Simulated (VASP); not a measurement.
Input for VASP

### POSCAR
```
Ag2O
1.0
  4.5310551076   0.0000000000   0.0000000000
  0.0000000000   4.5310551076   0.0000000000
  0.0000000000   0.0000000000   4.5310551076
Ag O
4 2
Direct
  0.7500000000   0.2500000000   0.7500000000
  0.2500000000   0.7500000000   0.7500000000
  0.7500000000   0.7500000000   0.2500000000
  0.2500000000   0.2500000000   0.2500000000
  0.0000000000   0.0000000000   0.0000000000
  0.5000000000   0.5000000000   0.5000000000
```

**KPOINTS**
```
Automatic mesh
0
Gamma
5 5 5
0 0 0
```

INCAR:
```
PSTRESS = 300   ! kbar
LMAXMIX = 4   ! l cut-off of mixed one-centre charges
NSW = 40   ! most ionic steps
EDIFF = 1E-6   ! SCF stop (eV)
ISMEAR = 0   ! Gaussian
EDIFFG = -0.02   ! ionic stop
LREAL = F   ! projection in real space or not
LASPH = T   ! aspherical one-centre terms
LWAVE = F
ALGO = Normal   ! blocked Davidson
ENCUT = 620   ! plane-wave cut-off (eV)
SYSTEM = Ag2O
ISIF = 3   ! ions, shape and volume
PREC = Accurate
GGA = PE   ! PBE
NELM = 100   ! most electronic steps
IBRION = 2
LCHARG = F
SIGMA = 0.05
```

POTCAR, in this order: Ag O (PBE.64 set). Program: vasp_std.

**Question.** Write an equivalent input for Quantum ESPRESSO's pw.x.

**Answer.** One equivalent input (not run):
```
&CONTROL
  calculation = 'vc-relax'
  pseudo_dir = './pseudo'
  outdir = './out'
  tprnfor = .true.
  tstress = .true.
  nstep = 40
  forc_conv_thr = 0.00078
/
&SYSTEM
  ibrav = 0
  nat = 6
  ntyp = 2
  ecutwfc = 84
  occupations = 'smearing'
  smearing = 'gaussian'
  degauss = 0.003675
  input_dft = 'pbe'
/
&ELECTRONS
  conv_thr = 7.3e-08
  electron_maxstep = 100
/
&IONS
/
&CELL
  press = 300
/
ATOMIC_SPECIES
  Ag 107.868 Ag.upf
  O 15.999 O.upf
CELL_PARAMETERS angstrom
     4.5310551    0.0000000    0.0000000
     0.0000000    4.5310551    0.0000000
     0.0000000    0.0000000    4.5310551
ATOMIC_POSITIONS crystal
  Ag   0.7500000  0.2500000  0.7500000
  Ag   0.2500000  0.7500000  0.7500000
  Ag   0.7500000  0.7500000  0.2500000
  Ag   0.2500000  0.2500000  0.2500000
  O    0.0000000  0.0000000  0.0000000
  O    0.5000000  0.5000000  0.5000000
K_POINTS automatic
  5 5 5 0 0 0
```
What does not carry over: the potentials are each code's own (VASP's PAW set, PseudoDojo norm-conserving files in pw.x), so ENCUT and ecutwfc are chosen apart and not converted; conv_thr bounds pw.x's estimated SCF error, while EDIFF bounds the energy change between steps; forc_conv_thr acts on force components and is met together with etot_conv_thr.

The compound is Ag2O in the cuprite structure. This run relaxes it under an external pressure of 30 GPa. Symmetry was kept, so distortions that lower it aren't found.
